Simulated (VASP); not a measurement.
An input for Ansatz (written as the equivalent of a VASP run, and not itself run):

Ansatz 0.2 input:
```yaml
crystal:
  lattice:
    - [2.0700000, -3.5853450, 0.0000000]
    - [2.0700000, 3.5853450, 0.0000000]
    - [0.0000000, 0.0000000, 6.7200000]
  atoms:
    - { symbol: Cd, position: [0.6666670, 0.3333330, 0.5000000] }
    - { symbol: Cd, position: [0.3333330, 0.6666670, 0.0000000] }
    - { symbol: S, position: [0.6666670, 0.3333330, 0.8770000] }
    - { symbol: S, position: [0.3333330, 0.6666670, 0.3770000] }
kpoints:
  mp_grid: { grid: [7, 7, 4] }
hamiltonian:
  xc: pbe
  pseudopotentials: { kind: paw }
scf:
  occupations: { method: gaussian, width: 0.3 }
  max_iter: 100
output: { forces: true, stress: true, eigenvalues: true }
```

Problem. Translate this input to VASP (INCAR, KPOINTS, POSCAR, choice of POTCAR).

Solution. This is not unique; one that fits is 
**INCAR**
```
SYSTEM = CdS
PREC = Accurate
ENCUT = 400
EDIFF = 1E-6
NELM = 100
ALGO = Normal
LREAL = .FALSE.
LASPH = .TRUE.
ISMEAR = 0
SIGMA = 0.3
GGA = PE
LMAXMIX = 4
LWAVE = .FALSE.
LCHARG = .FALSE.
ISIF = 2
```

### POSCAR
```
CdS
1
    2.0700000000    -3.5853450000     0.0000000000
    2.0700000000     3.5853450000     0.0000000000
    0.0000000000     0.0000000000     6.7200000000
Cd S
2 2
Direct
  0.6666670000   0.3333330000   0.5000000000
  0.3333330000   0.6666670000   0.0000000000
  0.6666670000   0.3333330000   0.8770000000
  0.3333330000   0.6666670000   0.3770000000
```

**KPOINTS**
```
kpoints
0
G
  7 7 4
```

POTCAR, in this order: Cd S (PBE.64 set). Program: vasp_std.

What does not carry over: each code has its own PAW files, so the cut-off isn't converted (ENCUT is set for VASP's; basis.ecutwfc is left out, and Ansatz then takes the one that its files recommend); Ansatz stops its SCF on the density residual and VASP on the energy change (EDIFF).

The compound is CdS in the wurtzite structure. The cell was not relaxed at this level. The run is one of a series of settings (SIGMA = 0.3 against the base run), some of them coarse on purpose.
